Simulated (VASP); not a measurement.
Input of a VASP 6.6.1 run:

INCAR

```
PREC = Accurate
ENCUT = 520
EDIFF = 1E-6
ISMEAR = 1
SIGMA = 0.1
LREAL = F
LASPH = T
NELM = 80
ALGO = Normal
ISIF = 2
LWAVE = F
LCHARG = F
GGA = PE
ICORELEVEL = 1
KPAR = 4
```

The input KPOINTS:

```
Automatic mesh
0
Gamma
  6 6 3
```

POSCAR

```
Zr
1.0
    6.4640000000      0.0000000000      0.0000000000
   -3.2320000000      5.5979882100      0.0000000000
    0.0000000000      0.0000000000     10.2940000000
Zr
16
Direct
    0.1666666667      0.3333333334      0.1250000000
    0.1666666667      0.3333333334      0.6250000000
    0.1666666667      0.8333333333      0.1250000000
    0.1666666667      0.8333333333      0.6250000000
    0.6666666667      0.3333333334      0.1250000000
    0.6666666667      0.3333333334      0.6250000000
    0.6666666667      0.8333333333      0.1250000000
    0.6666666667      0.8333333333      0.6250000000
    0.3333333334      0.1666666666      0.3750000000
    0.3333333334      0.1666666666      0.8750000000
    0.3333333334      0.6666666666      0.3750000000
    0.3333333334      0.6666666666      0.8750000000
    0.8333333334      0.1666666666      0.3750000000
    0.8333333334      0.1666666666      0.8750000000
    0.8333333334      0.6666666666      0.3750000000
    0.8333333334      0.6666666666      0.8750000000
```

Potentials or basis: VASP PAW PBE potentials, release 64 (Zr_sv).

Run with:

```bash
$ cat potpaw_PBE.64/Zr_sv/POTCAR > POTCAR
$ mpirun -np 4 vasp_std > vasp.out
```

**Question.** Estimate the pressure.

**Answer.** 0.6 GPa.

**Question.** Predict the band gap on the k mesh.

**Answer.** None (metal or under the smearing width).

Core levels (eV, on the scale of the bands):
| atom | levels |
| --- | --- |
| 1 Zr | 1s -17807.3, 2s -2454.6, 2p -2187.1, 3s -389.9, 3p -302.7, 3d -159.8 |
| 2 Zr | 1s -17807.3, 2s -2454.6, 2p -2187.1, 3s -389.9, 3p -302.7, 3d -159.8 |
| 3 Zr | 1s -17807.3, 2s -2454.6, 2p -2187.1, 3s -389.9, 3p -302.7, 3d -159.8 |
| 4 Zr | 1s -17807.3, 2s -2454.6, 2p -2187.1, 3s -389.9, 3p -302.7, 3d -159.8 |
| 5 Zr | 1s -17807.3, 2s -2454.6, 2p -2187.1, 3s -389.9, 3p -302.7, 3d -159.8 |
| 6 Zr | 1s -17807.3, 2s -2454.6, 2p -2187.1, 3s -389.9, 3p -302.7, 3d -159.8 |
